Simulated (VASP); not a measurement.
Consider the following.

```xyz
5
Lattice="6.2409 0.0000 0.0000 0.0000 6.2409 0.0000 0.0000 0.0000 6.2409" Properties=species:S:1:pos:R:3 pbc="T T T"
Cs     0.0000     0.0000     0.0000
Sn     3.1204     3.1204     3.1204
I      3.1204     0.0000     3.1204
I      0.0000     3.1204     3.1204
I      3.1204     3.1204     0.0000
```

All values below come from PBE GGA, VASP's PBE PAW potentials (set 64) (plane waves; VASP 6.6.1). Numerical set-up: 520 eV cut-off, 4×4×4 Γ-centred mesh, tetrahedra with Blöchl corrections, potentials Cs_sv Sn_d I.

The cores are frozen, which limits the accuracy of field gradients.

Problem. Give the principal components of the electric field gradient (V/Å²) and the asymmetry η at each nucleus.

Solution. 
```csv
atom,Vxx,Vyy,Vzz,η
Cs1,0.0,0.0,0.0,-
Sn2,0.0,0.0,0.0,-
I3,-184.0,-184.0,367.9,0.00
I4,-184.0,-184.0,367.9,0.00
I5,-184.0,-184.0,367.9,0.00
```

The compound is CsSnI3 in the cubic perovskite structure, the ideal cubic form; the compound distorts at low or room temperature. It was relaxed first.
